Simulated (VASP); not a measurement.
Input:

```
Gd
1.0
    1.80947    -3.13409     0.00000
    1.80947     3.13409     0.00000
    0.00000     0.00000     5.66499
Gd
2
Direct
  0.33333   0.66667   0.25000
  0.66667   0.33333   0.75000
```

Method: TPSS meta-GGA, VASP's PBE PAW potentials (set 64) (plane waves; VASP). Run with 520 eV cut-off, 13×13×7 Γ-centred mesh, tetrahedra with Blöchl corrections, potentials Gd_3.

The 4f electrons are frozen in the core of the lanthanide potential, so 4f levels, which can set the real gap, and their magnetism are missing.

Give the energies of bands 7 to 12 at the high-symmetry points, in eV from the Fermi level.

```
band      Γ      M      K      A      L      H
----  -----  -----  -----  -----  -----  -----
7     -4.73  -1.72  -1.04  -3.15  -1.88  -0.56
8     -2.10  -1.49  -0.57  -3.15  -1.88  -0.56
9      1.59  -1.04  -0.57   0.96  -0.03  -0.39
10     1.72   0.31  -0.32   0.96  -0.03  -0.39
11     1.72   1.39   1.16   1.62   1.91   0.69
12     2.09   1.64   1.16   1.62   1.91   0.69
```

It has no gap at this level: it comes out as a metal or semimetal.

The compound is Gd in the hcp structure. It was relaxed first.
